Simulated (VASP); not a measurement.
Here is the system:

```yaml
crystal:
  lattice:
    - [-1.57816, 1.57816, 1.57816]
    - [1.57816, -1.57816, 1.57816]
    - [1.57816, 1.57816, -1.57816]
  atoms:
    - { symbol: Ti, position: [0.00000, 0.00000, 0.00000] }
```

Computed with LDA (Ceperley-Alder, Perdew-Zunger), VASP's LDA PAW potentials (set 64) (plane waves; VASP). Run with 400 eV cut-off, Gaussian smearing of 0.050 eV, potentials Ti_sv.

**Question.** Predict the band gap (along the path) with the smallest direct gap where there is one.

**Answer.** 
The band gap (along the path) is none (metal, semimetal or under 0.01 eV).

The absolute energy has meaning only against runs of the same code, potentials and settings.

The structure comes from a computed database's Ti entry (Im-3m); how it stands against other phases isn't given here. It was relaxed first, which changed the volume by -9 %.
